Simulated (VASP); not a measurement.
VASP runs on CdBr$_{2}$ (space group R-3m) share one base input (PBEsol GGA, plane waves, VASP's PBE PAW potentials (set 64)) and change the settings named in each case.

POSCAR:
```
CdBr2
6.2233330
  0.3173540609   0.1832244876   1.0000000000
 -0.3173540609   0.1832244876   1.0000000000
  0.0000000000  -0.3664489752   1.0000000000
Cd Br
1 2
Cartesian
  0.0000000000   0.0000000000   0.0000000000
  0.0000000000   0.0000000000   0.7500000000
  0.0000000000   0.0000000000   2.2500000000
```

**INCAR**
```
# general
SYSTEM  = CdBr2
PREC    = Accurate
ENCUT   = 300
LREAL   = .FALSE.
LASPH   = .TRUE.

# electronic loop
EDIFF   = 1E-6
NELM    = 100
ALGO    = Normal
LMAXMIX = 4

# smearing
ISMEAR  = -1
SIGMA   = 0.136

# functional
GGA     = PS

# ions
ISIF    = 2

# output
LWAVE   = .FALSE.
LCHARG  = .FALSE.
```

**KPOINTS**
```
Automatic mesh
0
Gamma
5 5 5
0 0 0
```

POTCAR, in this order: Cd Br (PBE.64 set). Program: vasp_std.

| change | E(σ→0) (eV/atom) | pressure (GPa) | largest force (eV/Å) |
|---|---|---|---|
| base run | -2.4775 | 0.92 | 0.033 |
| GGA removed, POTCAR Cd Br (LDA.64 set) | -2.7521 | ? | ? |
| GGA_COMPAT = .FALSE., LNONCOLLINEAR = .TRUE., LSORBIT = .TRUE., MAGMOM = 0.0 0.0 0.0 0.0 0.0 0.0 0.0 0.0 0.0, program vasp_ncl | -2.5052 | 0.92 | ? |
| KPOINTS 3×3×3 Γ-centred mesh | -2.4481 | 1.38 | 0.037 |

### Question
Fill in the missing entries.

### Answer

- GGA_COMPAT = .FALSE., LNONCOLLINEAR = .TRUE., LSORBIT = .TRUE., MAGMOM = 0.0 0.0 0.0 0.0 0.0 0.0 0.0 0.0 0.0, program vasp_ncl, largest force (eV/Å): 0.036
- GGA removed, POTCAR Cd Br (LDA.64 set), pressure (GPa): -1.04
- GGA removed, POTCAR Cd Br (LDA.64 set), largest force (eV/Å): 0.107

Energies of different potentials or functionals have different zeros.  At 300 eV the pressure can carry a Pulay error.

Left out are runs that ran out of time, are held back, or changed the cell or the kind of run, fixed moments of cells without a moment, rows past the twelfth, gaps on odd meshes, pressures of charged cells and columns that move by less than the noise.

The structure comes from a measured CdBr2 entry of the Crystallography Open Database, whose conditions weren't checked. The cell was not relaxed at this level.
